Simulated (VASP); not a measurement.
Runs of VASP 6.6.1 on PtSe2 (Sudovikovite). It takes space group P-3m1 (No. 164, trigonal). The conventional cell has a = 3.729 Å, b = 3.729 Å, c = 5.277 Å, α = 90.00°, β = 90.00°, γ = 120.00°. Pt (site symmetry -3m) has 6 Se at 2.51 Å as nearest neighbours. Around Se (site symmetry 3m) lie 3 Pt at 2.51 Å. 

| level | k mesh | smearing | exchange at q = 0 | grid for exact exchange (PRECFOCK) | screening parameter | mesh quality | gap on the mesh (eV) | pressure (GPa) | largest force (eV/Å) |
| --- | --- | --- | --- | --- | --- | --- | --- | --- | --- |
| PBE | 6 × 6 × 4 | tetrahedron | - | - | - | not flagged | none | 3.8 | (a) |
| HSE06 | 6 × 6 × 2 | fermi-dirac 0.02 eV | truncated | Normal | 0.2079 1/A | coarse | 0.18 | (b) | 0.30 |
| PBE | 6 × 6 × 4 | fermi-dirac 0.02 eV | - | - | - | not flagged | none | 3.8 | 0.17 |
| PBEsol | 6 × 6 × 4 | fermi-dirac 0.02 eV | - | - | - | not flagged | none | -1.0 | 0.10 |

Alike in all rows: task single point; potentials or basis VASP PAW PBE potentials, release 64 (Pt, Se); no spin polarisation; cell as given; cutoff (eV) 520.

Question: Fill in the values left out.

Answer: (a) 0.14; (b) -0.7.

Caveats: some runs use coarse meshes; the PAW data sets were made with another functional, which shifts forces and pressure a little (some runs); tetrahedron occupations give inexact forces and stress in metals (some runs); spin-orbit coupling is left out, which moves the levels of the heavy elements (some runs).

A k mesh can miss the band edges, and the runs leave out spin-orbit coupling on Pt, Se.

A gap of «none» marks a metal or a gap under the smearing width.
